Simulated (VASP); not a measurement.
SrTiO3: energy against strain

SrTiO3 (cubic perovskite, Pm-3m, 11.514 Å³/atom and stress up to 0.23 GPa in the relaxed cell, cube axes along x, y and z) under an equal strain ε along x and y, with z held. LDA in VASP (plane waves, PAW), 600 eV, 8×8×8 Γ-centred mesh, Gaussian smearing 0.05 eV; ions are relaxed, or left where forces stay under 0.02 eV/Å, within the symmetry of each cell.

Here s stands for strain and y for E less E0.

```csv
strain (%),E less E0 (meV/atom)
-1.50,8.73
-1.00,3.90
-0.50,1.02
0.00,0.00
0.50,0.76
1.00,3.19
1.50,7.24
3.00,?
```

### Question
Fit y against s with a parabola, and predict the withheld value at s = 3.00.

### Answer
Least squares gives y = 0.000 - 0.4393·s + 3.5481·s². Residuals (row less fit): 0.088, -0.087, -0.087, 0.000, 0.093, 0.081, -0.084; standard error 0.106 (degrees of freedom: 4). Twice the quadratic coefficient over the volume, 2 × 3.5481 meV × 10⁴ × 0.1602 / 11.514 Å³, is the elastic constants 2(C11 + C12) = 987 ± 13 GPa (± standard error of the fit, which holds the terms cut off). At the withheld row, y = 0.000 - 0.4393 × 3.0 + 3.5481 × 3.0² = 30.615 meV/atom. The calculation gives 28.14 meV/atom, 2.475 meV/atom below the prediction (8.8 % of the range of y in the table). The row lies outside the fitted rows, so this is an extrapolation. From the scatter of the fitted rows alone, a prediction at this place has a standard error of 0.406 meV/atom, so the miss is 6.1 times that.

A polynomial of degree 3 through the 12 other runs of the series gives 28.03 there, so most of the miss is curvature that the fit leaves out. The primitive cell can neither tilt nor turn polar against its symmetry, as such crystals can under strain. SrTiO3 is here the ideal cubic form; the compound distorts at low or room temperature. Rows are the converged runs of the series near zero and its far end; series whose fitted rows scatter by over a few per cent of the range, as at a crossing or softening among them, aren't shown in this form, nor equations of state whose B0' disagrees with the runs' pressures. Most that stay on the fit to the last digits aren't either.
